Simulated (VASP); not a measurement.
Data:

```
CELL_PARAMETERS angstrom
      3.10145     0.00000     0.00000
      0.00000     3.10145     0.00000
      0.00000     0.00000     3.10145
ATOMIC_POSITIONS crystal
  Ti 0.00000 0.00000 0.00000
  Si 0.50000 0.50000 0.50000
```

Computed with r2SCAN meta-GGA, VASP's PBE PAW potentials (set 64) (plane waves; VASP). Settings: 400 eV cut-off, 13×13×13 Γ-centred mesh, tetrahedra with Blöchl corrections, potentials Ti_sv Si.

Task: Estimate the energy per atom (σ→0), band gap (over mesh and band path) with the smallest direct gap where there is one.

Result: 
The band gap (over mesh and band path) is none (metal, semimetal or under 0.01 eV) and the energy per atom (σ→0) is -11.082 eV/atom.

Total energies compare only between runs with the same potentials, cut-off and functional.

The structure was generated: TiSi was put into the CsCl type type (Pm-3m), which need not be its known phase. It was relaxed first, which changed the volume by -32 %.
